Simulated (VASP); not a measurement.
```
CELL_PARAMETERS angstrom
      1.50450    -2.60587     0.00000
      1.50450     2.60587     0.00000
      0.00000     0.00000     4.77360
ATOMIC_POSITIONS crystal
  Ti 0.33333 0.66667 0.25000
  Ti 0.66667 0.33333 0.75000
```

Calculation: PBE GGA, VASP's PBE PAW potentials (set 64) (plane waves; VASP). Numerical set-up: 400 eV cut-off, 15×15×8 Γ-centred mesh, first-order Methfessel-Paxton smearing of 0.10 eV, potentials Ti_sv.

Give the stress tensor in GPa (positive for a compressed cell).

```
-7.88   0.00   0.00
 0.00  -7.88   0.00
 0.00   0.00  -8.24
```
The pressure is its mean diagonal, -8.00 GPa.

The compound is Ti in the hcp structure. The cell was not relaxed at this level. The run is one of a series of settings (KPOINTS 15×15×8 Γ-centred mesh against the base run), some of them coarse on purpose.
